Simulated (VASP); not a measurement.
Consider the following.

```
CELL_PARAMETERS angstrom
     -2.09700     2.09700     2.09700
      2.09700    -2.09700     2.09700
      2.09700     2.09700    -2.09700
ATOMIC_POSITIONS crystal
  Na 0.00000 0.00000 0.00000
```

These are PBE GGA, VASP's PBE PAW potentials (set 64) (plane waves; VASP) values and carry that method's errors. Settings: 520 eV cut-off, 12×12×12 Γ-centred mesh, first-order Methfessel-Paxton smearing of 0.10 eV, potentials Na_pv.

Problem. Estimate the energy per atom (σ→0), band gap (on the k-mesh) with the smallest direct gap where there is one.

Solution. 
```yaml
band gap (on the k-mesh): none (metal, semimetal or under 0.01 eV)
energy per atom (σ→0): -1.308 eV/atom
```

Total energies compare only between runs with the same potentials, cut-off and functional.

The compound is Na in the bcc structure. It was relaxed first.
